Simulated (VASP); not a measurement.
Consider the following.

```xyz
2
Lattice="0.0000 3.2030 3.2030 3.2030 0.0000 3.2030 3.2030 3.2030 0.0000" Properties=species:S:1:pos:R:3 pbc="T T T"
In     0.0000     0.0000     0.0000
Sb     1.6015     1.6015     1.6015
```

The numbers are results of PBE GGA, VASP's PBE PAW potentials (set 64) (plane waves; VASP 6.6.1), not measurements. Numerical set-up: 480 eV cut-off, 10×10×10 Γ-centred mesh, first-order Methfessel-Paxton smearing of 0.10 eV, potentials In_d Sb.

Unless said otherwise, spin-orbit coupling is left out, though it shifts the bands of the heavy elements here.

Problem. Estimate the energy per atom (σ→0), pressure, band gap (on the k-mesh) with the smallest direct gap where there is one.

Solution. 
```json
{
  "band gap (on the k-mesh)": "none (metal, semimetal or under 0.01 eV)",
  "energy per atom (σ→0)": "-3.425 eV/atom",
  "pressure": "4.99 GPa"
}
```

Total energies compare only between runs with the same potentials, cut-off and functional.

The compound is InSb in the zinc blende structure. It was relaxed first under an external pressure of 5 GPa.
